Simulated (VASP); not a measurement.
Consider the following.

```
RuSi2
1.0
    0.00000     2.81734     2.81734
    2.81734     0.00000     2.81734
    2.81734     2.81734     0.00000
Ru Si
1 2
Cartesian
  0.00000   0.00000   0.00000
  1.40867   1.40867   1.40867
  4.22600   4.22600   4.22600
```

Calculation: r2SCAN meta-GGA, VASP's PBE PAW potentials (set 64) (plane waves; VASP). Run with 400 eV cut-off, 11×11×11 Γ-centred mesh, tetrahedra with Blöchl corrections, potentials Ru_pv Si.

**Question.** Estimate the energy per atom (σ→0), band gap (over mesh and band path) with the smallest direct gap where there is one.

**Answer.** 
```
Quantity                                                              Result
----------------------------------  ----------------------------------------
band gap (over mesh and band path)  none (metal, semimetal or under 0.01 eV)
energy per atom (σ→0)                                        -14557 meV/atom
```

The absolute energy has meaning only against runs of the same code, potentials and settings.

The structure was generated: Si2Ru was put into the fluorite type (Fm-3m), which need not be its known phase. It was relaxed first, which changed the volume by -13 %.
